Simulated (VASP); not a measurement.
```
Sc
1.0
    1.66094    -2.87683     0.00000
    1.66094     2.87683     0.00000
    0.00000     0.00000     5.18609
Sc
2
Direct
  0.33333   0.66667   0.25000
  0.66667   0.33333   0.75000
```

Computed with MS2 meta-GGA, VASP's PBE PAW potentials (set 64) (plane waves; VASP). Run with 520 eV cut-off, 14×14×8 Γ-centred mesh, tetrahedra with Blöchl corrections, potentials Sc_sv.

### Question
Give the energies of bands 9 to 14 at the high-symmetry points, in eV from the Fermi level.

### Answer

| band | Γ | M | K | A | L | H |
|---|---|---|---|---|---|---|
| 9 | -5.38 | -1.67 | -0.75 | -3.81 | -1.48 | -0.46 |
| 10 | -1.64 | -1.13 | -0.75 | -3.81 | -1.48 | -0.46 |
| 11 | 0.39 | -0.66 | -0.72 | 1.11 | 0.03 | 0.01 |
| 12 | 1.88 | -0.42 | -0.45 | 1.11 | 0.03 | 0.01 |
| 13 | 1.88 | 1.46 | 1.20 | 1.79 | 1.32 | 0.21 |
| 14 | 2.07 | 1.60 | 1.20 | 1.79 | 1.32 | 0.21 |

It has no gap at this level: it comes out as a metal or semimetal.

The compound is Sc in the hcp structure. It was relaxed first.
